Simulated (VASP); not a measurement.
# Ga2PN (I-42d) in VASP: notebook, part 2 of 2

VASP 6.6.1.

**4. Relaxation of cell and atoms, PBE**

This run uses another cell than the first one, of 15.86 Å³/atom, 1.006 times its volume.

Input file INCAR:

```
SYSTEM = Ga2PN
ALGO = Normal
EDIFF = 1E-7
EDIFFG = -0.005
ENCUT = 520
GGA = PE
IBRION = 2
ISIF = 3
ISMEAR = 0
KPAR = 4
LASPH = .True.
LCHARG = .False.
LREAL = .False.
LWAVE = .False.
NELM = 120
NSW = 60
POTIM = 0.3
PREC = Accurate
SIGMA = 0.1
```

Input file KPOINTS:

```
k-points
0
Gamma
  8 8 4
  0 0 0
```

Input file POSCAR:

```
Ga2PN                                   
1.0
    3.5845994846      0.0000000000      0.0000000000
    0.0000000000      3.5845994846      0.0000000000
    0.0000000000      0.0000000000      9.8736792840
  Ga              P               N             
     4     2     2
Direct
     0.0000000000000000    0.0000000000000000    0.2958059623655367
     0.0000000000000000    0.0000000000000000    0.7041940376344632
     0.5000000000000000    0.5000000000000000    0.5000000000000000
     0.5000000000000000    0.5000000000000000    0.0000000000000000
     0.0000000000000000    0.5000000000000000    0.8526294567373179
     0.5000000000000000    0.0000000000000000    0.1473705432626818
     0.0000000000000000    0.5000000000000000    0.4009716163900961
     0.5000000000000000    0.0000000000000000    0.5990283836099036
```

The run is started by

```sh
> cat potpaw_PBE.64/Ga_d/POTCAR potpaw_PBE.64/P/POTCAR potpaw_PBE.64/N/POTCAR > POTCAR
> mpirun -np 4 vasp_std > vasp.out
```

Wall time 88 s (4 MPI ranks of AMD EPYC 9R14 (Zen 4), shared host); peak memory 0.35 GiB.

The run converged. Its results:

```
Free energy                  : -41.0411 eV
Energy gained by relaxing    : 0.0 meV/atom
Ionic steps                  : 2
Pressure after relaxing      : 0.0 GPa
Largest force after relaxing : 0.004 eV/Å
Band gap on the k mesh       : 0.42 eV, direct
```

Forces on the atoms (eV/Å):
```
Ga   0.000  0.000  0.001
Ga   0.000  0.000 -0.001
Ga   0.000  0.000  0.000
Ga   0.000  0.000  0.000
P    0.000  0.000 -0.004
P    0.000  0.000  0.004
N    0.000  0.000 -0.004
N    0.000  0.000  0.004
```

Final structure:
```xyz
8
Lattice="3.5848 0.0000 0.0000 0.0000 3.5848 0.0000 0.0000 0.0000 9.8727" Properties=species:S:1:pos:R:3 pbc="T T T"
Ga    3.5848    0.0000    2.9205
Ga    3.5848    0.0000    6.9522
Ga    1.7924    1.7924    4.9363
Ga    1.7924    1.7924    0.0000
P     0.0000    1.7924    8.4175
P     1.7924    0.0000    1.4551
N     0.0000    1.7924    3.9584
N     1.7924    0.0000    5.9142
```

Levels at points of the mesh, in eV from the valence-band top:
| k point | band 34 | band 35 | band 36 | band 37 | band 38 | band 39 |
| --- | --- | --- | --- | --- | --- | --- |
| (0.00, 0.00, 0.00) | -0.68 | 0.00 | 0.00 | 0.42 | 1.91 | 2.63 |
| (0.50, 0.00, 0.00) | -1.49 | -0.39 | -0.36 | 1.49 | 1.72 | 4.02 |
| (0.50, 0.50, 0.00) | -2.90 | -2.90 | -2.90 | 1.74 | 1.74 | 2.48 |
| (0.00, 0.00, 0.50) | -1.19 | -0.13 | -0.13 | 1.77 | 1.77 | 2.61 |
| (0.50, 0.00, 0.50) | -2.19 | -0.39 | -0.36 | 1.96 | 2.31 | 3.21 |
| (0.50, 0.50, 0.50) | -3.29 | -3.21 | -3.21 | 2.56 | 2.56 | 2.77 |

Expect the measured gap to be larger: semilocal functionals such as PBE lack the derivative discontinuity.

**5. Single point, r2SCAN**

This run uses another cell than the first one, of 15.86 Å³/atom, 1.006 times its volume.

Input file INCAR:

```
SYSTEM = Ga2PN
PREC = Accurate ; ENCUT = 520
EDIFF = 1E-6 ; ISMEAR = 0
SIGMA = 0.1 ; LREAL = .FALSE.
LASPH = .TRUE. ; NELM = 150
ALGO = Normal ; ISIF = 2
LWAVE = .FALSE. ; LCHARG = .FALSE.
METAGGA = R2SCAN ; LMIXTAU = .TRUE.
KPAR = 4
```

Input file KPOINTS:

```
regular mesh
0
G
  8 8 4
  0 0 0
```

Input file POSCAR:

```
Ga2PN                                   
1.0
    3.5847645076      0.0000000000      0.0000000000
    0.0000000000      3.5847645076      0.0000000000
   -0.0000000000      0.0000000000      9.8726785013
  Ga              P               N             
     4     2     2
Direct
     1.0000000000000000    0.0000000000000000    0.2958151970887496
     1.0000000000000000    0.0000000000000000    0.7041848029112504
     0.5000000000000000    0.5000000000000000    0.5000000000000000
     0.5000000000000000    0.5000000000000000    0.0000000000000000
     0.0000000000000000    0.5000000000000000    0.8526100395459126
     0.5000000000000000    0.0000000000000000    0.1473899604540874
     0.0000000000000000    0.5000000000000000    0.4009477926705028
     0.5000000000000000    0.0000000000000000    0.5990522073294973
```

The run is started by

```sh
> cat potpaw_PBE.64/Ga_d/POTCAR potpaw_PBE.64/P/POTCAR potpaw_PBE.64/N/POTCAR > POTCAR
> mpirun -np 4 vasp_std > vasp.out
```

Wall time 4.1 min (4 MPI ranks of AMD EPYC 9R14 (Zen 4), shared host); peak memory 0.36 GiB.

Results (log left out):

```
Free energy            : -85.0261 eV
Pressure               : -3.6 GPa
Largest force          : 0.025 eV/Å
Band gap on the k mesh : 0.76 eV, direct
```

Forces in eV/Å, atoms in the order of the input:
```
Ga   0.000  0.000 -0.012
Ga   0.000  0.000  0.012
Ga   0.000  0.000  0.000
Ga   0.000  0.000  0.000
P    0.000  0.000 -0.024
P    0.000  0.000  0.024
N    0.000  0.000  0.025
N    0.000  0.000 -0.025
```

Stress tensor (GPa, compression positive):
```
-3.56  0.00  0.00
 0.00 -3.56  0.00
 0.00  0.00 -3.73
```

Levels at points of the mesh, in eV from the valence-band top:
| k point | band 34 | band 35 | band 36 | band 37 | band 38 | band 39 |
| --- | --- | --- | --- | --- | --- | --- |
| (0.00, 0.00, 0.00) | -0.73 | 0.00 | 0.00 | 0.76 | 2.22 | 2.99 |
| (0.50, 0.00, 0.00) | -1.56 | -0.41 | -0.38 | 1.82 | 2.08 | 4.46 |
| (0.50, 0.50, 0.00) | -3.04 | -3.04 | -3.02 | 2.02 | 2.02 | 2.79 |
| (0.00, 0.00, 0.50) | -1.25 | -0.14 | -0.14 | 2.05 | 2.06 | 2.97 |
| (0.50, 0.00, 0.50) | -2.27 | -0.41 | -0.38 | 2.28 | 2.65 | 3.63 |
| (0.50, 0.50, 0.50) | -3.41 | -3.34 | -3.34 | 2.84 | 2.84 | 3.09 |

Caveat: the PAW data sets were made with another functional, which shifts forces and pressure a little.

**6. Overview**

| task | level | cell | k mesh | smearing | gap on the mesh (eV) | pressure (GPa) | largest force (eV/Å) |
| --- | --- | --- | --- | --- | --- | --- | --- |
| single point | r2SCAN | I-42d, 15.77 Å³/atom | 8 × 8 × 8 | gaussian 0.03 eV | 1.52 | -3.6 | 0.02 |
| relaxation of cell and atoms | PBE | relaxed | 8 × 8 × 4 | gaussian 0.1 eV | 0.42 | 0.0 | - |
| single point | r2SCAN | P-4m2, 15.86 Å³/atom | 8 × 8 × 4 | gaussian 0.1 eV | 0.76 | -3.6 | 0.02 |

Alike in all rows: potentials or basis VASP PAW PBE potentials, release 64 (Ga_d, P, N); no spin polarisation; cutoff (eV) 520.

Caveats: the PAW data sets were made with another functional, which shifts forces and pressure a little (some runs).

Absolute energies hang on the potentials; compare differences alone.
